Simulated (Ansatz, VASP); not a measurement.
## TiB2 (TiB2 strained to the junction's net): VASP beside Ansatz

One calculation is typed for both programs; each brings its own data sets. How far apart do they land? The structure shown is the end of the Ansatz relaxation below.

Method: plane waves, with VASP 6.6.1 beside it; single point at PBE, in Ansatz 0.2.0.

## Step 1: Starting point

The structure is hexagonal, space group P6/mmm (No. 191). Conventional cell: a = 3.030 Å, b = 3.030 Å, c = 3.226 Å, α = 90.00°, β = 90.00°, γ = 120.00°. Nearest to Ti lie 12 B at 2.38 Å. Nearest to B lie 3 B at 1.75 Å and 6 Ti at 2.38 Å. Farther neighbours are not listed.

## Step 2: Ansatz: relaxation, PBE

Ansatz runs on its default PAW (the set named soft_2) files.

This run makes the geometry at which the two programs are then compared.

input.yaml

```yaml
crystal:
  lattice:
    - [3.03, 0.0, 0.0]
    - [-1.515, 2.6240569735, 0.0]
    - [0.0, 0.0, 3.23]
  atoms:
    - { symbol: Ti, position: [0.0, 0.0, 0.0] }
    - { symbol: B, position: [0.3333333333, 0.6666666667, 0.5] }
    - { symbol: B, position: [0.6666666667, 0.3333333333, 0.5] }
kpoints:
  mp_grid: { grid: [12, 12, 10] }
scf:
  occupations: { method: fermi_dirac, width: 0.1 }
  max_iter: 150
hamiltonian:
  xc: pbe
relax:
  f_tol: 0.01
  max_steps: 40
  cell: { fix: [a, b, angles] }
```

The run is started by

```
$ ansatz run input.yaml --threads 4 --pin off --max-ram 12288MiB --backend cpu --events-out ev --progress --plain --runs-dir out
```

Numbers of over 12 decimals in the logs are rounded to 6 here.

The log of the run:

```text
Engine: ansatz 0.2.0, aarch64-unknown-linux-gnu
Pseudopotentials: kind: paw
Pseudopotential: Ti, paw, valence charge 12, recommended cutoff 420 eV (normal), Ti.paw.azcp
Pseudopotential: B, paw, valence charge 3, recommended cutoff 420 eV (normal), B.paw.azcp
Functional definition: PBE
  parameter kappa = 0.804
  parameter beta = 0.066725
  exchange = pbe_x(kappa = kappa, mu = beta*pi^2/3)
  correlation = pbe_c(beta = beta)
Crystal: 3 atoms, lattice volume = 25.681 Å³
Basis set: ecut = 420 eV, 503 PW (Γ), exchange–correlation on 48×48×48 points (8 copies of the dense FFT grid, shifted against one another)
Bands: 13, of which v1, the nominal top of the filled ones, is band 9 counted from 1 (8 counted from 0)
Symmetry: 24 space group operations
Space group: P6/mmm (ITA 191), of the structure as read, at distance tolerance 3.0e-5 Å
k-points: 114 of 1440
Non-local potential: Ti, projectors of the file, l = 0: 3, l = 1: 2, l = 2: 3, l = 3: 1
Non-local potential: B, projectors of the file, l = 0: 2, l = 1: 2, l = 2: 1
PAW form: soft (Blöchl's): semilocal exchange-correlation on the pseudo side does not see the compensation charge
PAW one-centre angular grid: Ti, 590 points (default); XC on 64 Gauss nodes
PAW one-centre angular grid: B, 110 points (default); XC on 64 Gauss nodes
Initial density: superposition of atomic densities (neutral atoms: chi_scale 0, normalization atom), corrected by the library's trained network
Initial wavefunctions: pseudopotential atomic-orbital guess
Functional: x = pbe(κ = 0.804, μ = 0.219515), c = pbe(β = 0.066725)
SCF iter   1: F=—  HF=-2814.701163 eV  |F-HF|=—  |Δ(HF+E_count)|=         —  Δρ=2.97e-3  dr2=1.83e-3  ethr=1.77e-3  ⟨swp⟩=4.4  Hψ=7277  notcnv=0
preconditioner: auto → none  [metal: Δε(μ)=0.032 eV  Ē_g=8.106 eV  σ=0.100 eV  W_gap=0.08  n_scr=8 (ndim 8)  ℏωp=23.2 eV  f_vac=0.000  D(μ)=0.37/eV (n_scr^D=0)  sad-step TF]
SCF iter   2: F=—  HF=-2814.700534 eV  |F-HF|=—  |Δ(HF+E_count)|=   6.29e-4  Δρ=1.61e-3  dr2=5.87e-4  ethr=1.01e-5  ⟨swp⟩=1.3  Hψ=2534  notcnv=0
SCF iter   3: F=—  HF=-2814.700415 eV  |F-HF|=—  |Δ(HF+E_count)|=   1.19e-4  Δρ=1.35e-4  dr2=4.48e-6  ethr=3.26e-6  ⟨swp⟩=2.7  Hψ=2236  notcnv=0
SCF iter   4: F=—  HF=-2814.700408 eV  |F-HF|=—  |Δ(HF+E_count)|=   7.00e-6  Δρ=2.91e-5  dr2=1.94e-7  ethr=2.49e-8  ⟨swp⟩=2.7  Hψ=2446  notcnv=0
iter 5 did not close the SCF: its close was put off for the readings that it lacked (scf_convergence_deferred on its scf_iter line)
SCF iter   5: F=-2814.700408 eV  HF=-2814.700408 eV  |F-HF|=1.13e-9  |Δ(HF+E_count)|=   3.69e-8  Δρ=3.77e-6  dr2=3.62e-9  ethr=1.08e-9  ⟨swp⟩=2.9  Hψ=2615  notcnv=0
SCF iter   6: F=-2814.700408 eV  HF=-2814.700408 eV  |F-HF|=3.64e-12  |Δ(HF+E_count)|=  3.94e-10  Δρ=5.18e-7  dr2=4.56e-11  ethr=2.01e-11  ⟨swp⟩=1.4  Hψ=4393  notcnv=0
SCF 1 converged in 6 iterations: F = -2814.700408 eV  dr2 = 4.56e-11
  greatest PAW one-centre occupation: 0.999 electrons in one spin orbital (limit 2), on the Ti atom at site 0 (counted from 0), in its partial waves of l = 0
relax step   1: F+E_penalty+E_count = -2814.70040820 eV  Δ(F+E_penalty+E_count) = +0.000e0 eV  max|allowed force component| = 5.551e-17 eV/Å  Δτ_max = 0.0000 Å  P = +0.017 GPa  Ω = 25.681 Å³  fix = [a, b, alpha, beta, gamma]  reactions: a +0.340, b +0.340 GPa  (6 SCF iters, dr2 threshold 1.00e-7 eV, accepted)
[...]
relax step   2: F+E_penalty+E_count = -2814.70052411 eV  Δ(F+E_penalty+E_count) = -1.159e-4 eV  max|allowed force component| = 2.220e-16 eV/Å  Δτ_max = 0.0000 Å  P = +0.323 GPa  Ω = 25.646 Å³  energy of the carried Pulay correction = +4.605e-5 eV  fix = [a, b, alpha, beta, gamma]  reactions: a +0.484, b +0.484 GPa  (6 SCF iters, dr2 threshold 3.00e-7 eV, accepted)
[...]
relax step   3: F+E_penalty+E_count = -2814.70047404 eV  Δ(F+E_penalty+E_count) = +5.007e-5 eV  max|allowed force component| = 1.480e-16 eV/Å  Δτ_max = 0.0000 Å  P = +0.321 GPa  Ω = 25.646 Å³  fix = [a, b, alpha, beta, gamma]  reactions: a +0.483, b +0.483 GPa  stress off target by 2.40e-3 GPa on what of the cell is left free  SCF on the basis re-selected at this cell (its energy is not comparable with the rows above)  (7 SCF iters)
basis re-selected at this cell: Δ(F+E_penalty+E_count) = +5.007e-5 eV, ΔP = -0.002 GPa vs the last step (what re-selecting the basis moved, of the pressure what is left beyond the Pulay correction that the steps carried, after the strain that the cell walked since its last selection, with what the two solves' SCF thresholds leave and, on support functions, any second-order correction that the steps lacked; it is no m [...]
SCF converged after 7 iterations
Free energy (F): -2814.700474 eV
Harris-Foulkes:  -2814.700474 eV  (|F-HF|=0.00e0)
Internal energy: -2814.688096 eV  (E = F + TS)
E sigma→0 (E₀):  -2814.694285 eV
Entropy (-TS):   -0.012379 eV (-4.126 meV/atom)
Fermi energy:    15.184363 eV
--- Per-component energies (eV) ---
  E_band       = -93.541508
  E_kinetic    = 376.028013
  E_local      = -787.221594  (includes V_loc(G=0)·N_el)
  E_nonlocal   = 28.806091
  E_hartree    = 333.782520
  E_xc         = -165.115856
  E_vxc        = -202.821620  (∫ρ·V_xc dr)
  E_paw        = -1204.613284  (= ΣΔE_a)
  E_vpaw       = -175.897539  (= ΣTr[D̂ρ^β])
  E_aug_tail   = 0.000100  (compensation charges beyond the density's cutoff)
  E_ewald      = -1396.354087
  E_smearing   = -0.012379  (= −TS)
  E_closure    = 0.000000  (closes the sum)
  Σ components = -2814.700474   (vs F -2814.700474, Δ=0.00e0)
--- Forces (eV/Å), atoms counted from 1 ---
  atom   1  Ti    -0.00000000     0.00000000     0.00000000
  atom   2  B     -0.00000000    -0.00000000     0.00000000
  atom   3  B     -0.00000000     0.00000000    -0.00000000
  max |Σ_I F_I| component: 1.11e-16 eV/Å
--- Stress (GPa, compression-positive) ---
        0.482741       0.000000      -0.000000
       -0.000000       0.482741      -0.000000
       -0.000000       0.000000      -0.002402
  P = ⅓ Tr σ = 0.3210 GPa (3.210 kbar)
--- Relaxed structure (2 steps of the walk, 2 accepted, 1 SCFs on fresh bases) ---
  F+E_penalty+E_count = -2814.70047404 eV   max|allowed force component| = 1.480e-16 eV/Å   (the final SCF, on the basis selected at the relaxed cell)
  cell:  # Å, volume = 25.6458 Å³
    - [3.030000, 0, 0]
    - [-1.515000, 2.624057, 0]
    - [0, 0, 3.225518]
  atoms:
    - { symbol: Ti, position: [0, 0, 0] }
    - { symbol: B, position: [0.333333, 0.666667, 0.500000] }
    - { symbol: B, position: [0.666667, 0.333333, 0.500000] }
```

## Step 3: VASP: single point, PBE

The same cell, functional, mesh and smearing now go to VASP, with its own data sets.

Lines of VASP's logs that name or quote its potential files are left out, and so is its time.

INCAR

```
SYSTEM = TiB2
PREC = Accurate
ENCUT = 500
EDIFF = 1E-06
NELM = 120
ISMEAR = -1
SIGMA = 0.1
LREAL = .FALSE.
ALGO = Normal
GGA = PE
NBANDS = 15
LASPH = .TRUE.
LORBIT = 11
LWAVE = .FALSE.
LCHARG = .FALSE.
ISIF = 2
GGA_COMPAT = .FALSE.
```

POSCAR

```
TiB2
1.0
    3.0300000000      0.0000000000      0.0000000000
   -1.5150000000      2.6240569735      0.0000000000
    0.0000000000      0.0000000000      3.2255183944
Ti B
1 2
Direct
    0.0000000000      0.0000000000      0.0000000000
    0.3333333333      0.6666666667      0.5000000000
    0.6666666667      0.3333333333      0.5000000000
```

KPOINTS

```
Automatic mesh
0
Gamma
12 12 10
0 0 0
```

Potentials, in the order of the species: Ti_sv and B (PBE family, release 64).

The run is started by

```
$ mpirun -np 1 vasp_std
```

The log of the run:

```text
[banner, memory and clock lines left out]
running    1 mpi-ranks, on    1 nodes
 distrk:  each k-point on    1 cores,    1 groups
 distr:  one band on    1 cores,    1 groups

 POSCAR found type information on POSCAR TiB
 POSCAR found :  2 types and       3 ions
 LDA part: xc-table for (Slater+PW92), standard interpolation
 POSCAR, INCAR and KPOINTS ok, starting setup
 FFT: planning ... GRIDC
 FFT: planning ... GRID_SOFT
 FFT: planning ... GRID
 WAVECAR not read
 entering main loop
       N       E                     dE             d eps       ncg     rms          rms(c)
DAV:   1     0.121113553609E+03    0.12111E+03   -0.89396E+03  3434   0.133E+03
DAV:   2    -0.219922712905E+02   -0.14311E+03   -0.13882E+03  3560   0.353E+02
DAV:   3    -0.293917939472E+02   -0.73995E+01   -0.72980E+01  4967   0.779E+01
DAV:   4    -0.295909869432E+02   -0.19919E+00   -0.19869E+00  4155   0.116E+01
DAV:   5    -0.295963376179E+02   -0.53507E-02   -0.53505E-02  5007   0.159E+00    0.167E+01
DAV:   6    -0.244344094098E+02    0.51619E+01   -0.21850E+01  4842   0.516E+01    0.378E+00
DAV:   7    -0.244345143590E+02   -0.10495E-03   -0.12388E+00  3708   0.128E+01    0.334E+00
DAV:   8    -0.244372170102E+02   -0.27027E-02   -0.88926E-02  5549   0.259E+00    0.833E-01
DAV:   9    -0.244361099656E+02    0.11070E-02   -0.36655E-02  4282   0.256E+00    0.255E-01
DAV:  10    -0.244355599264E+02    0.55004E-03   -0.31923E-03  4473   0.716E-01    0.644E-02
DAV:  11    -0.244355838882E+02   -0.23962E-04   -0.40831E-04  4774   0.236E-01    0.633E-02
DAV:  12    -0.244355624603E+02    0.21428E-04   -0.10989E-04  3898   0.140E-01    0.113E-02
DAV:  13    -0.244355621546E+02    0.30575E-06   -0.45549E-06  4124   0.201E-02
   1 F= -.24435562E+02 E0= -.24429361E+02  d E =-.124022E-01
```

From OUTCAR (step 3):

```text
ion  position               nearest neighbor table
   1  0.000  0.000  0.000-   2 2.38   3 2.38   2 2.38   3 2.38   3 2.38   3 2.38   2 2.38   2 2.38
                             3 2.38   3 2.38   2 2.38   2 2.38
   2  0.333  0.667  0.500-   3 1.75   3 1.75   3 1.75   1 2.38   1 2.38   1 2.38   1 2.38   1 2.38
                             1 2.38
   3  0.667  0.333  0.500-   2 1.75   2 1.75   2 1.75   1 2.38   1 2.38   1 2.38   1 2.38   1 2.38
                             1 2.38

  LATTYP: Found a hexagonal cell.
 ALAT       =     3.0300000000
 C/A-ratio  =     1.0645275229

 Subroutine GETGRP returns: Found 24 space group operations
 (whereof 24 operations were pure point group operations)

The static configuration has the point symmetry D_6h.

 Found    114 irreducible k-points:

   k-points           NKPTS =    114   k-points in BZ     NKDIM =    114   number of bands    NBANDS=     15

   dimension x,y,z NGX =    24 NGY =   24 NGZ =   24
   dimension x,y,z NGXF=    48 NGYF=   48 NGZF=   48

   ENCUT  =  500.0 eV  36.75 Ry    6.06 a.u.   5.52  5.52  5.88*2*pi/ulx,y,z

   NELECT =      18.0000    total number of electrons

 k-points in reciprocal lattice and weights: Automatic mesh
   0.00000000  0.00000000  0.00000000       0.001
   0.08333333  0.00000000  0.00000000       0.004
   0.16666667 -0.00000000  0.00000000       0.004
   0.25000000 -0.00000000  0.00000000       0.004
   0.33333333  0.00000000  0.00000000       0.004
   0.41666667  0.00000000  0.00000000       0.004
   0.50000000 -0.00000000  0.00000000       0.002
   0.08333333  0.08333333  0.00000000       0.004
   0.16666667  0.08333333  0.00000000       0.008
[...]
0.33333333  0.25000000  0.50000000       0.008
   0.33333333  0.33333333  0.50000000       0.001

 average (electrostatic) potential at core
       1 -70.9483       2 -22.3275       3 -22.3275

 E-fermi :  10.0083

 k-point     1 :       0.0000    0.0000    0.0000
  band No.  band energies     occupation
    ...
      5      -3.5044      2.00000
      6       7.3941      2.00000
      7       7.3941      2.00000
      8       7.6882      2.00000
      9       7.8918      2.00000
     10      11.8944      0.00000
     11      11.8944      0.00000
     12      13.6625      0.00000
     13      13.6625      0.00000
     14      15.7650      0.00000
    ...

 k-point     2 :       0.0833    0.0000    0.0000
  band No.  band energies     occupation
    ...
      5      -3.3707      2.00000
      6       7.0094      2.00000
      7       7.3700      2.00000
      8       7.5816      2.00000
      9       7.9595      2.00000
     10      11.8548      0.00000
     11      12.1240      0.00000
     12      13.1465      0.00000
     13      13.2348      0.00000
     14      16.2564      0.00000
    ...

 k-point     3 :       0.1667   -0.0000    0.0000
  band No.  band energies     occupation
    ...
      5      -2.9774      2.00000
      6       6.0224      2.00000
      7       7.2840      2.00000
      8       7.3416      2.00000
      9       8.1115      2.00000
     10      11.7487      0.00000
     11      12.4072      0.00000
     12      12.6863      0.00000
     13      12.7116      0.00000
     14      16.8415      0.00000
    ...

  Total        0.1148755      0.1148755      0.0424406      0.0000000     -0.0000000      0.0000000
  in kB        7.1766619      7.1766619      2.6514117      0.0000000     -0.0000000      0.0000000
  external PRESSURE =       5.6682452 kB  Pullay stress =       0.0000000 kB

  energy-cutoff  :      500.00
  volume of cell :       25.65
      direct lattice vectors                 reciprocal lattice vectors
     3.030000000  0.000000000  0.000000000     0.330033003  0.190544643  0.000000000
    -1.515000000  2.624056974  0.000000000     0.000000000  0.381089287  0.000000000
     0.000000000  0.000000000  3.225518394     0.000000000  0.000000000  0.310027685

 POSITION                                       TOTAL-FORCE (eV/Angst)
 -----------------------------------------------------------------------------------
      0.00000      0.00000      0.00000         0.000000      0.000000      0.000000
     -0.00000      1.74937      1.61276        -0.000000      0.000000      0.000000
      1.51500      0.87469      1.61276         0.000000     -0.000000      0.000000
 -----------------------------------------------------------------------------------
    total drift:                               -0.000000      0.000000      0.000000

  FREE ENERGIE OF THE ION-ELECTRON SYSTEM (eV)
  ---------------------------------------------------
  free  energy   TOTEN  =       -24.4355621546 eV

  energy  without entropy=      -24.4231599973  energy(sigma->0) =      -24.42936108

 total charge
# of ion       s       p       d       tot
------------------------------------------
    1        2.176   6.209   2.033  10.419
    2        0.687   1.325   0.000   2.012
    3        0.687   1.325   0.000   2.012
--------------------------------------------------
tot          3.550   8.860   2.033  14.444

[... 3 further parts left out ...]
```

The run ends at a pressure of 0.57 GPa.

## Step 4: Comparison

Known differences besides the potentials themselves: the cutoff is 420 eV in Ansatz and 500 eV in VASP; Ansatz's pressure holds a Pulay correction, VASP's none. Total energies have different zeros and are not compared.

Both answers:

```csv
quantity,Ansatz,VASP,difference
pressure (GPa),0.32,0.57,-0.25
```

## Step 5: Results

```json
{"difference in pressure (single point, PBE)": "-0.25 GPa"}
```

The difference in pressure is -0.25 GPa (single point, PBE), within the 1 GPa picked in this series as the mark of a large difference. How closely two codes agree says nothing of how well the functional describes the real material.

[Lines on the potential files, build, host, timing and source positions are cut from VASP's logs without a mark.]

[Logs are printed without paths, hosts, clocks, repeated set-up lines and the standing remarks that a program may print on its own settings, such as how far it seeks lower states.]

[Hosts, paths, dates, database ids (printed as entryN), source tags and the programs' standing remarks are cut or masked in the printed files.]
